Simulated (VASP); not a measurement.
Shape and ions are relaxed at each volume.

Here is the system:

Space group P6₃/mmc (No. 194); a = b = 2.778 Å, c = 4.502 Å, α = β = 90.00°, γ = 120.00°

```json
[
 {"atom": "Re", "site": "2c", "symmetry": "-6m2", "x": "0.3333", "y": "0.6667", "z": "0.2500"}
]
```

Level of theory: revPBE GGA, VASP's PBE PAW potentials (set 64) (plane waves; VASP). Numerical set-up: 520 eV cut-off, 15×15×8 Γ-centred mesh, first-order Methfessel-Paxton smearing of 0.10 eV, potentials Re.

**Question.** Give the energy at these volumes per atom, relative to the lowest: 14.14, 14.59, 15.04, 15.49, 15.94 Å³.

**Answer.** 69.1, 16.3, 0.0, 14.7, 55.4 meV/atom. A third-order Birch-Murnaghan fit gives B0 = 365 GPa and B0′ = 4.6.

Measured: bulk modulus 369 GPa at 0 K (computed value off by -1.1 %), as given by Vázquez-Parga, Fernández-Martínez, Viñes, J. Chem. Theory Comput. (2023), doi:10.1021/acs.jctc.3c00612, Supporting … [zero-point energy and finite temperature contributions removed].

The compound is Re in the hcp structure. It was relaxed first.
